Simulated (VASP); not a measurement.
Method: PBE GGA with D4 dispersion, VASP's PBE PAW potentials (set 64) (plane waves; VASP).

VASP input:

INCAR:
```
# general
SYSTEM = BN
PREC   = Accurate
ENCUT  = 520   # plane-wave cut-off (eV)
LREAL  = F   # projection in real space or not
LASPH  = T   # aspherical one-centre terms

# electronic loop
EDIFF  = 1E-6   # SCF stop (eV)
NELM   = 100
ALGO   = Normal   # blocked Davidson

# smearing
ISMEAR = 0
SIGMA  = 0.05   # width (eV)

# functional
GGA    = PE   # PBE
IVDW   = 13   # D4

# ions
IBRION = 2   # conjugate gradients
NSW    = 60   # most ionic steps
ISIF   = 3   # ions, shape and volume
EDIFFG = -0.02   # ionic stop

# output
LWAVE  = F
LCHARG = F
```

### KPOINTS
```
K-points
0
G
  9 9 3
```

File POSCAR:
```
BN
1
    1.2535312090    -2.1711801333     0.0000000000
    1.2535312090     2.1711801333     0.0000000000
   -0.0000000000     0.0000000000     6.5165696456
B N
2 2
Direct
  0.3333330000   0.6666670000   0.2500000000
  0.6666670000   0.3333330000   0.7500000000
  0.6666670000   0.3333330000   0.2500000000
  0.3333330000   0.6666670000   0.7500000000
```

POTCAR, in this order: B N (PBE.64 set). Program: vasp_std.

Output of the run:

OSZICAR:
```
       N       E                     dE             d eps       ncg     rms          rms(c)
DAV:   1     0.608771916745E+02    0.60877E+02   -0.84085E+03   584   0.124E+03
DAV:   2    -0.343351243096E+02   -0.95212E+02   -0.86783E+02   856   0.264E+02
DAV:   3    -0.386058778762E+02   -0.42708E+01   -0.42470E+01   736   0.571E+01
DAV:   4    -0.386480807869E+02   -0.42203E-01   -0.42188E-01   692   0.633E+00
DAV:   5    -0.386486900741E+02   -0.60929E-03   -0.60897E-03   728   0.753E-01    0.112E+01
DAV:   6    -0.354930642709E+02    0.31556E+01   -0.79516E+00   652   0.232E+01    0.507E+00
DAV:   7    -0.352168879525E+02    0.27618E+00   -0.48763E-01   720   0.617E+00    0.313E+00
DAV:   8    -0.351426026420E+02    0.74285E-01   -0.27800E-01   680   0.409E+00    0.390E-01
DAV:   9    -0.351396109349E+02    0.29917E-02   -0.11326E-02   704   0.968E-01    0.183E-01
DAV:  10    -0.351404667031E+02   -0.85577E-03   -0.11834E-03   684   0.305E-01    0.362E-02
DAV:  11    -0.351405574772E+02   -0.90774E-04   -0.18464E-04   712   0.121E-01    0.270E-02
DAV:  12    -0.351405537389E+02    0.37384E-05   -0.42114E-05   708   0.578E-02    0.416E-03
DAV:  13    -0.351405540010E+02   -0.26211E-06   -0.14103E-06   552   0.116E-02
   1 F= -.35795616E+02 E0= -.35795616E+02  d E =-.357956E+02
```

### OUTCAR
```
------------------------ aborting loop because EDIFF is reached ----------------------------------------
  Edisp (eV):   -0.65506
  FORCE on cell =-STRESS in cart. coord.  units (eV):
  Direction    XX          YY          ZZ          XY          YZ          ZX
  --------------------------------------------------------------------------------------
  Total       0.03560     0.03560     0.01593     0.00000     0.00000    -0.00000
  in kB       1.60798     1.60798     0.71953     0.00000     0.00000    -0.00000
  external pressure =        1.31 kB  Pullay stress =        0.00 kB
  volume of cell :       35.47
      direct lattice vectors                 reciprocal lattice vectors
     1.253531209 -2.171180133  0.000000000     0.398873196 -0.230289506  0.000000000
     1.253531209  2.171180133  0.000000000     0.398873196  0.230289506  0.000000000
     0.000000000  0.000000000  6.516569646     0.000000000  0.000000000  0.153454970
  FREE ENERGIE OF THE ION-ELECTRON SYSTEM (eV)
  ---------------------------------------------------
  free  energy   TOTEN  =       -35.7956160709 eV

  energy  without entropy=      -35.7956160709  energy(sigma->0) =      -35.79561607

 reached required accuracy - stopping structural energy minimisation
```
(Selected blocks of OUTCAR.)

The compound is BN in the hex structure. It was relaxed first. The start is the result of an earlier pass.
